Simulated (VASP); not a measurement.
Data:

```
CELL_PARAMETERS angstrom
      2.25139    -3.89953     0.00000
      2.25139     3.89953     0.00000
      0.00000     0.00000     7.10369
ATOMIC_POSITIONS crystal
  Mg 0.00000 0.00000 0.00000
  Mg 0.33333 0.66667 0.63266
  Mg 0.66667 0.33333 0.36734
  Sb 0.33333 0.66667 0.22413
  Sb 0.66667 0.33333 0.77587
```

Calculation: LDA (Ceperley-Alder, Perdew-Zunger), VASP's LDA PAW potentials (set 64) (plane waves; VASP). Numerical set-up: 400 eV cut-off, 6×6×4 Γ-centred mesh, tetrahedra with Blöchl corrections, potentials Mg Sb.

The cores are frozen, which limits the accuracy of field gradients.

Give the principal components of the electric field gradient (V/Å²) and the asymmetry η at each nucleus.

| atom | Vxx | Vyy | Vzz | η |
|---|---|---|---|---|
| Mg1 | -0.9 | -0.9 | 1.7 | 0.00 |
| Mg2 | -0.6 | -0.6 | 1.3 | 0.00 |
| Mg3 | -0.6 | -0.6 | 1.3 | 0.00 |
| Sb4 | -20.3 | -20.3 | 40.7 | 0.00 |
| Sb5 | -20.3 | -20.3 | 40.7 | 0.00 |

The compound is Mg3Sb2 in the a-la2o3 structure. It was relaxed first.
